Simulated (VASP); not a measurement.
Given:

```
CoSi
1.0
    4.24487     0.00000     0.00000
    0.00000     4.24487     0.00000
    0.00000     0.00000     4.24487
Co Si
4 4
Direct
  0.85200   0.64800   0.35200
  0.35200   0.85200   0.64800
  0.14800   0.14800   0.14800
  0.64800   0.35200   0.85200
  0.15563   0.34437   0.65563
  0.65563   0.15563   0.34437
  0.84437   0.84437   0.84437
  0.34437   0.65563   0.15563
```

Computed with PBEsol GGA, VASP's PBE PAW potentials (set 64) (plane waves; VASP 6.6.1). Numerical set-up: 500 eV cut-off, 7×7×7 Γ-centred mesh, first-order Methfessel-Paxton smearing of 0.10 eV, potentials Co Si.

Energy and stress use the plane-wave basis of the starting cell.

Task: The ions, cell shape and volume at an external pressure of 45.0 GPa are relaxed. What does this cell relax into?

Result: 
```
CoSi
1.0
    4.19181     0.00000     0.00000
    0.00000     4.19181     0.00000
    0.00000     0.00000     4.19181
Co Si
4 4
Direct
  0.85146   0.64854   0.35146
  0.35146   0.85146   0.64854
  0.14854   0.14854   0.14854
  0.64854   0.35146   0.85146
  0.15536   0.34464   0.65536
  0.65536   0.15536   0.34464
  0.84464   0.84464   0.84464
  0.34464   0.65536   0.15536
```
Space group P2_13 (198), at a tolerance of 0.03 Å.

Task: How do energy and volume change from the first to the last step?

Result: The energy (σ→0) changes by +82.5 meV/atom and the volume by -3.7 %, in 7 ionic steps.

```
step  E(σ→0) (eV)  max force (eV/Å)  pressure (GPa)  volume (Å³)
----  -----------  ----------------  --------------  -----------
1        -59.1456             0.007           29.99        76.49
2        -55.6453             0.286           95.12        66.99
3        -58.5243             0.069           44.54        73.80
4        -58.5046             0.071           44.84        73.73
5        -58.4892             0.072           45.19        73.67
6        -58.4863             0.020           45.20        73.66
7        -58.4852             0.006           45.07        73.66
```

The compound is CoSi in the B20 structure. This run relaxes it under an external pressure of 45 GPa. Symmetry was kept, so distortions that lower it aren't found. The run is not spin-polarised, so no magnetic state was tried.
